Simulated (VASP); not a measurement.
Given:

```
CELL_PARAMETERS angstrom
      0.00000     2.60000     2.60000
      2.60000     0.00000     2.60000
      2.60000     2.60000     0.00000
ATOMIC_POSITIONS crystal
  Mg 0.00000 0.00000 0.00000
  S  0.50000 0.50000 0.50000
```

Computed with vdW-DF2, VASP's PBE PAW potentials (set 64) (plane waves; VASP). Run with 520 eV cut-off, 8×8×8 Γ-centred mesh, Gaussian smearing of 0.050 eV, potentials Mg S.

Energy and stress use the plane-wave basis of the starting cell.

Q: The ions, cell shape and volume are relaxed. Predict the relaxed structure.

A: 
```
CELL_PARAMETERS angstrom
      0.00000     2.64467     2.64467
      2.64467     0.00000     2.64467
      2.64467     2.64467     0.00000
ATOMIC_POSITIONS crystal
  Mg 0.00000 0.00000 0.00000
  S  0.50000 0.50000 0.50000
```
Space group Fm-3m (225), at a tolerance of 0.03 Å.

Q: How do energy and volume change from the first to the last step?

A: The energy (σ→0) changes by -10.9 meV/atom and the volume by +5.2 %, in 3 ionic steps.

```tsv
step	E(σ→0) (eV)	max force (eV/Å)	pressure (GPa)	volume (Å³)
1	-5.2366	0.000	3.97	35.15
2	-5.2575	0.000	-0.76	37.42
3	-5.2585	0.000	0.02	37.00
```

The compound is MgS in the rock salt structure. This run relaxes it. Symmetry was kept, so distortions that lower it aren't found.
